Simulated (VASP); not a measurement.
The input files of a VASP run:

### KPOINTS
```
K-points
0
Gamma
 8 8 8
0 0 0
```

### POSCAR
```
BaS
3.7991960
  0.9999999084   0.0000000000   0.0000000000
  0.0000000000   0.9999999084   0.0000000000
  0.0000000000   0.0000000000   0.9999999084
Ba S
1 1
Direct
  0.0000000000   0.0000000000   0.0000000000
  0.5000000000   0.5000000000   0.5000000000
```

**INCAR**
```
! general
SYSTEM =BaS
PREC   =Accurate
ENCUT  =400
LREAL  =.False.
LASPH  =.True.

! electronic loop
EDIFF  =1E-7
NELM   =100
ALGO   =Normal
LMAXMIX=4

! smearing
ISMEAR =-5

! functional
GGA    =PS

! ions
ISIF   =2

! output
LWAVE  =.False.
LCHARG =.True.
LORBIT =11
NEDOS  =601
```

POTCAR, in this order: Ba_sv S (PBE.64 set). Program: vasp_std.

Task: Write an equivalent input for Quantum ESPRESSO's pw.x.

Result: One equivalent input (not run):
```
&CONTROL
  calculation = 'scf'
  pseudo_dir = './pseudo'
  outdir = './out'
  tprnfor = .true.
  tstress = .true.
/
&SYSTEM
  ibrav = 0
  nat = 2
  ntyp = 2
  ecutwfc = 56.6
  occupations = 'tetrahedra'
  input_dft = 'pbesol'
/
&ELECTRONS
  conv_thr = 7.3e-09
  electron_maxstep = 100
/
ATOMIC_SPECIES
  Ba 137.327 Ba.upf
  S 32.060 S.upf
CELL_PARAMETERS angstrom
     3.7991957    0.0000000    0.0000000
     0.0000000    3.7991957    0.0000000
     0.0000000    0.0000000    3.7991957
ATOMIC_POSITIONS crystal
  Ba   0.0000000  0.0000000  0.0000000
  S    0.5000000  0.5000000  0.5000000
K_POINTS automatic
  8 8 8 0 0 0
```
What does not carry over: the potentials are each code's own (VASP's PAW set, PseudoDojo norm-conserving files in pw.x), so ENCUT and ecutwfc are chosen apart and not converted; conv_thr bounds pw.x's estimated SCF error, while EDIFF bounds the energy change between steps.

The structure was generated: BaS was put into the CsCl type type (Pm-3m), which need not be its known phase. It was relaxed first, which changed the volume by -24 %.
